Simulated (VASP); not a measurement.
Data:

```
Fe
1.0
   -1.37328     1.37328     1.37328
    1.37328    -1.37328     1.37328
    1.37328     1.37328    -1.37328
Fe
1
Cartesian
  0.00000   0.00000   0.00000
```
Starting moments (μB, in the order of the record's atoms Fe): 2.0.

Method: LDA (Ceperley-Alder, Perdew-Zunger), VASP's LDA PAW potentials (set 64) (plane waves; VASP). Run with 500 eV cut-off, 18×18×18 Γ-centred mesh, first-order Methfessel-Paxton smearing of 0.10 eV, potentials Fe.

Problem. The ions, cell shape and volume at an external pressure of 5.0 GPa are relaxed. Which structure does the run end with?

Solution. 
```
Fe
1.0
   -1.36488     1.36488     1.36488
    1.36488    -1.36488     1.36488
    1.36488     1.36488    -1.36488
Fe
1
Direct
  0.00000   0.00000   0.00000
```
Space group Im-3m (229), at a tolerance of 0.03 Å. The cell ends with 1.92 μB, on the sites 1.88 μB.

Problem. How do energy and volume change from the first to the last step?

Solution. The energy (σ→0) changes by +2.8 meV/atom and the volume by -1.8 %, in 3 ionic steps.

```tsv
step	E(σ→0) (eV)	max force (eV/Å)	pressure (GPa)	volume (Å³)
1	-9.2246	0.000	0.03	10.36
2	-9.2057	0.000	12.95	9.89
3	-9.2218	0.000	4.82	10.17
```

The compound is Fe in the bcc structure. This run relaxes it under an external pressure of 5 GPa. Symmetry was kept, so distortions that lower it aren't found.
